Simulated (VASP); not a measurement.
Computed with LDA (Ceperley-Alder, Perdew-Zunger), VASP's LDA PAW potentials (set 64) (plane waves; VASP).

Input for VASP

**POSCAR**
```
CdS
1
    0.0000000000     2.8805904508     2.8805904508
    2.8805904508     0.0000000000     2.8805904508
    2.8805904508     2.8805904508     0.0000000000
Cd S
1 1
Direct
  0.0000000000   0.0000000000   0.0000000000
  0.2500000000   0.2500000000   0.2500000000
```

### KPOINTS
```
Automatic mesh
0
Gamma
9 9 9
0 0 0
```

### INCAR
```
! general
SYSTEM =CdS
PREC   =Accurate
ENCUT  =400
LREAL  =F
LASPH  =T

! electronic loop
EDIFF  =1E-7
NELM   =100
ALGO   =Normal
LMAXMIX=4

! smearing
ISMEAR =-5

! ions
ISIF   =2

! output
LWAVE  =F
LCHARG =T
LORBIT =11
NEDOS  =601
```

POTCAR, in this order: Cd S (LDA.64 set). Program: vasp_std.

Output of the run:

File OSZICAR:
```
       N       E                     dE             d eps       ncg     rms          rms(c)
DAV:   1     0.952358788759E+02    0.95236E+02   -0.80388E+03   926   0.103E+03
DAV:   2    -0.401892251053E+01   -0.99255E+02   -0.95655E+02  1065   0.279E+02
DAV:   3    -0.789363941279E+01   -0.38747E+01   -0.38662E+01  1040   0.577E+01
DAV:   4    -0.792022735107E+01   -0.26588E-01   -0.26585E-01  1045   0.475E+00
DAV:   5    -0.792060767798E+01   -0.38033E-03   -0.38032E-03  1065   0.543E-01    0.915E+00
DAV:   6    -0.743785095863E+01    0.48276E+00   -0.96867E-01  1342   0.147E+01    0.701E+00
DAV:   7    -0.741063821233E+01    0.27213E-01   -0.17914E-01   950   0.356E+00    0.323E+00
DAV:   8    -0.740563640570E+01    0.50018E-02   -0.21022E-02   975   0.221E+00    0.273E-01
DAV:   9    -0.740515877001E+01    0.47764E-03   -0.29343E-03  1060   0.963E-01    0.664E-02
DAV:  10    -0.740514126539E+01    0.17505E-04   -0.22841E-04  1010   0.211E-01    0.613E-02
DAV:  11    -0.740515029756E+01   -0.90322E-05   -0.38593E-05  1020   0.756E-02    0.310E-02
DAV:  12    -0.740514715811E+01    0.31394E-05   -0.25121E-05  1239   0.731E-02    0.630E-03
DAV:  13    -0.740514700326E+01    0.15485E-06   -0.17828E-06   980   0.145E-02    0.186E-03
DAV:  14    -0.740514701533E+01   -0.12072E-07   -0.88461E-08   560   0.292E-03
   1 F= -.74051470E+01 E0= -.74051470E+01  d E =0.000000E+00
```

**OUTCAR**
```
------------------------ aborting loop because EDIFF is reached ----------------------------------------
  FORCE on cell =-STRESS in cart. coord.  units (eV):
  Direction    XX          YY          ZZ          XY          YZ          ZX
  --------------------------------------------------------------------------------------
  Total       -0.0120548     -0.0120548     -0.0120548     -0.0000000      0.0000000     -0.0000000
  in kB       -0.4040124     -0.4040124     -0.4040124     -0.0000000      0.0000000     -0.0000000
  external PRESSURE =      -0.4040124 kB  Pullay stress =       0.0000000 kB
  volume of cell :       47.81
      direct lattice vectors                 reciprocal lattice vectors
     0.000000000  2.880590451  2.880590451    -0.173575525  0.173575525  0.173575525
     2.880590451  0.000000000  2.880590451     0.173575525 -0.173575525  0.173575525
     2.880590451  2.880590451  0.000000000     0.173575525  0.173575525 -0.173575525
  FREE ENERGIE OF THE ION-ELECTRON SYSTEM (eV)
  ---------------------------------------------------
  free  energy   TOTEN  =        -7.4051470153 eV

  energy  without entropy=       -7.4051470153  energy(sigma->0) =       -7.40514702

 total charge

# of ion       s       p       d       tot
------------------------------------------
    1        0.450   0.357   9.550  10.357
    2        1.322   2.391   0.000   3.713
--------------------------------------------------
tot          1.772   2.748   9.550  14.070
```
(Selected blocks of OUTCAR.)

The compound is CdS in the zinc blende structure, a metastable form; wurtzite is the usual one. It was relaxed first.
